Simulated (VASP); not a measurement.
Calculation: eigenvalue-self-consistent GW0 on PBE orbitals, VASP's PBE PAW potentials (set 64) (plane waves; VASP).

VASP ran on this input.

**KPOINTS**
```
kpoints
0
G
4 4 4
```

File POSCAR:
```
LiCl
2.570
  0.0000000000   1.0000000000   1.0000000000
  1.0000000000   0.0000000000   1.0000000000
  1.0000000000   1.0000000000   0.0000000000
Li Cl
1 1
Direct
  0.0000000000   0.0000000000   0.0000000000
  0.5000000000   0.5000000000   0.5000000000
```

INCAR:
```
ALGO = EVGW0
ENCUT = 500
ENCUTGW = 200
GGA = PE
ISMEAR = 0
LASPH = .TRUE.
LCHARG = .FALSE.
LREAL = .FALSE.
LSPECTRALGW = .TRUE.
LWAVE = .FALSE.
NBANDS = 160
NBANDSGW = 13
NELMGW = 4
NOMEGA = 64
PREC = Normal
SIGMA = 0.01
SYSTEM = LiCl
```

POTCAR, in this order: Li_sv_GW Cl_GW (PBE.64 set). Program: vasp_std. Read from the step before: WAVECAR, WAVEDER.

The run wrote:

File OSZICAR:
```
energies w=
    0.000    0.000    1.098    0.000    2.195    0.000    3.286    0.000
    4.371    0.000    5.447    0.000    6.513    0.000    7.567    0.000
    8.609    0.000    9.637    0.000   10.652    0.000   11.653    0.000
   12.641    0.000   13.616    0.000   14.579    0.000   15.530    0.000
   16.471    0.000   17.404    0.000   18.328    0.000   19.247    0.000
   20.161    0.000   21.073    0.000   21.983    0.000   22.894    0.000
   23.809    0.000   24.728    0.000   25.655    0.000   26.591    0.000
   27.539    0.000   28.503    0.000   29.484    0.000   30.486    0.000
   31.513    0.000   32.567    0.000   33.654    0.000   34.778    0.000
   35.944    0.000   37.157    0.000   38.425    0.000   39.754    0.000
   41.153    0.000   42.631    0.000   44.199    0.000   45.870    0.000
   47.660    0.000   49.585    0.000   51.667    0.000   53.930    0.000
   56.405    0.000   59.129    0.000   62.146    0.000   65.513    0.000
   69.300    0.000   73.597    0.000   78.521    0.000   84.223    0.000
   90.910    0.000   98.865    0.000  108.487    0.000  120.360    0.000
  135.373    0.000  154.943    0.000  181.489    0.000  219.491    0.000
NQ=   1    0.0000    0.0000    0.0000,
 performed        132000 updates of chi_q(r,r)
NQ=   2    0.2500    0.0000    0.0000,
 performed        414000 updates of chi_q(r,r)
NQ=   3    0.5000    0.0000    0.0000,
 performed        621000 updates of chi_q(r,r)
NQ=   4    0.2500    0.2500    0.0000,
 performed        874000 updates of chi_q(r,r)
NQ=   5    0.5000    0.2500    0.0000,
 performed       1222000 updates of chi_q(r,r)
NQ=   6   -0.2500    0.2500    0.0000,
 performed       1529000 updates of chi_q(r,r)
NQ=   7    0.5000    0.5000    0.0000,
 performed       1719000 updates of chi_q(r,r)
NQ=   8   -0.2500    0.5000    0.2500,
 performed       1976000 updates of chi_q(r,r)
 resolving degeneracies of screened two electron integrals
NQ=   1    0.0000    0.0000    0.0000,
 performed        132000 updates of chi_q(r,r)
NQ=   2    0.2500    0.0000    0.0000,
 performed        414000 updates of chi_q(r,r)
NQ=   3    0.5000    0.0000    0.0000,
 performed        621000 updates of chi_q(r,r)
NQ=   4    0.2500    0.2500    0.0000,
 performed        874000 updates of chi_q(r,r)
NQ=   5    0.5000    0.2500    0.0000,
 performed       1222000 updates of chi_q(r,r)
NQ=   6   -0.2500    0.2500    0.0000,
 performed       1529000 updates of chi_q(r,r)
NQ=   7    0.5000    0.5000    0.0000,
 performed       1719000 updates of chi_q(r,r)
NQ=   8   -0.2500    0.5000    0.2500,
 performed       1976000 updates of chi_q(r,r)
 resolving degeneracies of screened two electron integrals
NQ=   1    0.0000    0.0000    0.0000,
 performed        132000 updates of chi_q(r,r)
NQ=   2    0.2500    0.0000    0.0000,
 performed        414000 updates of chi_q(r,r)
NQ=   3    0.5000    0.0000    0.0000,
 performed        621000 updates of chi_q(r,r)
NQ=   4    0.2500    0.2500    0.0000,
 performed        874000 updates of chi_q(r,r)
NQ=   5    0.5000    0.2500    0.0000,
 performed       1222000 updates of chi_q(r,r)
NQ=   6   -0.2500    0.2500    0.0000,
 performed       1529000 updates of chi_q(r,r)
NQ=   7    0.5000    0.5000    0.0000,
 performed       1719000 updates of chi_q(r,r)
NQ=   8   -0.2500    0.5000    0.2500,
 performed       1976000 updates of chi_q(r,r)
 resolving degeneracies of screened two electron integrals
NQ=   1    0.0000    0.0000    0.0000,
 performed        132000 updates of chi_q(r,r)
NQ=   2    0.2500    0.0000    0.0000,
 performed        414000 updates of chi_q(r,r)
NQ=   3    0.5000    0.0000    0.0000,
 performed        621000 updates of chi_q(r,r)
NQ=   4    0.2500    0.2500    0.0000,
 performed        874000 updates of chi_q(r,r)
NQ=   5    0.5000    0.2500    0.0000,
 performed       1222000 updates of chi_q(r,r)
NQ=   6   -0.2500    0.2500    0.0000,
 performed       1529000 updates of chi_q(r,r)
NQ=   7    0.5000    0.5000    0.0000,
 performed       1719000 updates of chi_q(r,r)
NQ=   8   -0.2500    0.5000    0.2500,
 performed       1976000 updates of chi_q(r,r)
 resolving degeneracies of screened two electron integrals
```

### OUTCAR
```


 k-point   1 :       0.0000    0.0000    0.0000
  band No. old QP-enery  QP-energies   sigma(KS)   T+V_ion+V_H  V^pw_x(r,r')   Z            occupation Imag(sigma)

      1     -54.2125     -54.2778     -38.4280     -15.8665     -43.3216       0.7959       2.0000       0.1923
      2     -15.4115     -15.4300     -16.9392       1.5036     -24.2095       0.7672       2.0000       1.6366
      3      -2.1135      -2.1224     -16.9317      14.8071     -18.9732       0.7988       2.0000       0.1237
      4      -2.1135      -2.1224     -16.9317      14.8071     -18.9732       0.7988       2.0000       0.1237
      5      -2.1135      -2.1224     -16.9317      14.8071     -18.9732       0.7988       2.0000       0.1237
      6       7.2067       7.2078      -8.3384      15.5465      -4.7301       0.8369       0.0000      -0.1129
      7      13.1559      13.1578      -8.2167      21.3748      -4.2315       0.8241       0.0000      -0.1450
      8      13.1559      13.1578      -8.2167      21.3748      -4.2315       0.8241       0.0000      -0.1450
      9      13.1559      13.1578      -8.2167      21.3748      -4.2315       0.8241       0.0000      -0.1450
     10      16.0179      16.0203      -9.4219      25.4428      -4.8738       0.7978       0.0000      -0.2116
     11      16.0179      16.0203      -9.4219      25.4428      -4.8738       0.7978       0.0000      -0.2116
     12      15.7550      15.7585      -6.7551      22.5145      -2.1521       0.7947       0.0000      -0.2514
     13      15.7550      15.7585      -6.7551      22.5145      -2.1521       0.7947       0.0000      -0.2514

 k-point   2 :       0.2500    0.0000    0.0000
  band No. old QP-enery  QP-energies   sigma(KS)   T+V_ion+V_H  V^pw_x(r,r')   Z            occupation Imag(sigma)

      1     -54.2114     -54.2762     -38.4309     -15.8616     -43.3252       0.7980       2.0000       0.1925
      2     -15.0731     -15.0924     -17.0657       1.9669     -24.3069       0.7506       2.0000       1.5540
      3      -3.8969      -3.9071     -15.7110      11.8012     -18.0265       0.7893       2.0000       0.1519
      4      -2.2705      -2.2794     -16.8549      14.5732     -18.9223       0.7987       2.0000       0.1254
      5      -2.2705      -2.2794     -16.8549      14.5732     -18.9223       0.7987       2.0000       0.1254
      6       8.1822       8.1834      -8.0072      16.1909      -4.3657       0.8354       0.0000      -0.1157
      7      11.9743      11.9763      -7.7211      19.6978      -3.7785       0.8262       0.0000      -0.1403
      8      11.9743      11.9763      -7.7211      19.6978      -3.7785       0.8262       0.0000      -0.1403
      9      12.1317      12.1335      -8.7837      20.9176      -4.7211       0.8155       0.0000      -0.1551
     10      15.2422      15.2446      -8.6180      23.8631      -4.2394       0.8077       0.0000      -0.1922
     11      15.2422      15.2446      -8.6180      23.8631      -4.2394       0.8077       0.0000      -0.1922
     12      16.5797      16.5831      -7.0125      23.5965      -2.3456       0.7891       0.0000      -0.2854
     13      21.1250      21.1280      -8.8855      30.0143      -3.4093       0.7908       0.0000      -0.6429

 k-point   3 :       0.5000    0.0000    0.0000
  band No. old QP-enery  QP-energies   sigma(KS)   T+V_ion+V_H  V^pw_x(r,r')   Z            occupation Imag(sigma)

      1     -54.2095     -54.2738     -38.4315     -15.8579     -43.3263       0.8045       2.0000       0.1927
      2     -14.7066     -14.7264     -17.2542       2.5207     -24.4483       0.7386       2.0000       1.4520
      3      -5.3124      -5.3236     -15.0576       9.7308     -17.6939       0.7807       2.0000       0.1898
      4      -2.4143      -2.4234     -16.8059      14.3801     -18.9032       0.7971       2.0000       0.1274
      5      -2.4143      -2.4234     -16.8059      14.3801     -18.9032       0.7971       2.0000       0.1274
      6       7.7074       7.7085      -7.3716      15.0803      -3.8714       0.8430       0.0000      -0.1086
      7      10.7648      10.7665      -7.5471      18.3139      -3.7790       0.8337       0.0000      -0.1250
      8      10.7648      10.7665      -7.5471      18.3139      -3.7790       0.8337       0.0000      -0.1250
      9      14.2234      14.2260     -10.0033      24.2301      -5.3257       0.7841       0.0000      -0.2302
     10      18.5467      18.5499     -10.1452      28.6959      -5.0643       0.7817       0.0000      -0.3012
     11      18.5467      18.5499     -10.1452      28.6959      -5.0643       0.7817       0.0000      -0.3012
     12      17.5712      17.5744      -6.7102      24.2854      -1.9971       0.7874       0.0000      -0.3605
     13      20.0115      20.0150      -9.1426      29.1585      -3.9127       0.7910       0.0000      -0.4423

 k-point   4 :       0.2500    0.2500    0.0000
  band No. old QP-enery  QP-energies   sigma(KS)   T+V_ion+V_H  V^pw_x(r,r')   Z            occupation Imag(sigma)

      1     -54.2108     -54.2740     -38.4282     -15.8617     -43.3224       0.7994       2.0000       0.1923
      2     -14.9516     -14.9710     -17.1276       2.1499     -24.3541       0.7459       2.0000       1.5174
      3      -3.7973      -3.8071     -15.6992      11.8894     -17.9712       0.7923       2.0000       0.1485
      4      -2.7831      -2.7925     -16.4301      13.6351     -18.5735       0.7947       2.0000       0.1327
      5      -2.7831      -2.7925     -16.4301      13.6351     -18.5735       0.7947       2.0000       0.1327
      6       9.5970       9.5983      -9.1125      18.7111      -5.2848       0.8248       0.0000      -0.1303
      7      10.5605      10.5620      -7.4101      17.9723      -3.7614       0.8364       0.0000      -0.1211
      8      10.9764      10.9783      -7.8141      18.7928      -3.9251       0.8269       0.0000      -0.1351
      9      13.8191      13.8216      -8.2251      22.0473      -3.9357       0.8095       0.0000      -0.1793
     10      13.8191      13.8216      -8.2251      22.0473      -3.9357       0.8095       0.0000      -0.1793
     11      16.9876      16.9902      -9.7433      26.7342      -4.9652       0.7873       0.0000      -0.2546
     12      18.8599      18.8634      -8.2995      27.1638      -3.2733       0.7843       0.0000      -0.3750
     13      18.8599      18.8634      -8.2995      27.1638      -3.2733       0.7843       0.0000      -0.3750

 k-point   5 :       0.5000    0.2500    0.0000
  band No. old QP-enery  QP-energies   sigma(KS)   T+V_ion+V_H  V^pw_x(r,r')   Z            occupation Imag(sigma)

      1     -54.2105     -54.2723     -38.4309     -15.8565     -43.3260       0.8032       2.0000       0.1924
      2     -14.5707     -14.5906     -17.3486       2.7510     -24.5222       0.7390       2.0000       1.4081
      3      -4.9208      -4.9317     -15.1123      10.1777     -17.6405       0.7844       2.0000       0.1773
      4      -3.5615      -3.5713     -15.7937      12.2199     -18.0381       0.7921       2.0000       0.1445
      5      -2.9260      -2.9355     -16.3686      13.4306     -18.5392       0.7938       2.0000       0.1349
      6       9.2334       9.2347      -7.7903      17.0253      -4.1745       0.8373       0.0000      -0.1166
      7      10.7982      10.7998      -8.5988      19.3989      -4.7649       0.8250       0.0000      -0.1329
      8      12.0863      12.0881      -8.7651      20.8537      -4.6806       0.8146       0.0000      -0.1566
      9      12.6090      12.6112      -8.0751      20.6868      -3.9826       0.8188       0.0000      -0.1545
     10      15.7364      15.7397      -8.2674      24.0080      -3.5654       0.7893       0.0000      -0.2528
     11      18.9917      18.9950     -10.3522      29.3482      -5.1400       0.7776       0.0000      -0.3397
     12      19.8644      19.8679      -9.7780      29.6468      -4.4550       0.7828       0.0000      -0.4283
     13      21.0699      21.0728      -9.3390      30.4126      -3.7591       0.7894       0.0000      -0.6692

 k-point   6 :      -0.2500    0.2500    0.0000
  band No. old QP-enery  QP-energies   sigma(KS)   T+V_ion+V_H  V^pw_x(r,r')   Z            occupation Imag(sigma)

      1     -54.2088     -54.2739     -38.4317     -15.8577     -43.3263       0.8070       2.0000       0.1924
      2     -14.7050     -14.7246     -17.2591       2.5276     -24.4535       0.7410       2.0000       1.4487
      3      -4.4901      -4.5005     -15.4197      10.9164     -17.8598       0.7875       2.0000       0.1657
      4      -3.7296      -3.7395     -15.6490      11.9069     -17.9266       0.7919       2.0000       0.1484
      5      -2.4364      -2.4456     -16.7543      14.3064     -18.8453       0.7966       2.0000       0.1273
      6       9.2552       9.2566      -7.6713      16.9282      -3.9697       0.8350       0.0000      -0.1203
      7      11.5344      11.5364      -7.7054      19.2422      -3.7919       0.8262       0.0000      -0.1365
      8      11.3532      11.3547      -8.5920      19.9471      -4.6949       0.8233       0.0000      -0.1393
      9      12.0260      12.0280      -9.3661      21.3945      -5.2562       0.8123       0.0000      -0.1586
     10      15.6466      15.6491      -8.7263      24.3760      -4.2874       0.8053       0.0000      -0.2015
     11      18.3114      18.3151      -7.1248      25.4408      -2.2865       0.7892       0.0000      -0.3618
     12      18.7863      18.7896      -9.3300      28.1206      -4.2539       0.7845       0.0000      -0.3512
     13      19.8800      19.8830      -8.7964      28.6803      -3.4659       0.7849       0.0000      -0.5546

 k-point   7 :       0.5000    0.5000    0.0000
  band No. old QP-enery  QP-energies   sigma(KS)   T+V_ion+V_H  V^pw_x(r,r')   Z            occupation Imag(sigma)

      1     -54.2078     -54.2701     -38.4288     -15.8562     -43.3235       0.8073       2.0000       0.1919
      2     -14.4267     -14.4466     -17.4646       3.0105     -24.6116       0.7293       2.0000       1.3635
      3      -5.3628      -5.3740     -14.7683       9.3912     -17.3791       0.7819       2.0000       0.1901
...
```
(Selected blocks of OUTCAR.)

The mesh is coarse and the basis finite, so the quasiparticle values are not converged.

The compound is LiCl in the rock salt structure. The cell was not relaxed at this level. The k-mesh is coarse (spacing up to 0.53 per Å, 2π included), so the numbers may not be converged in it.
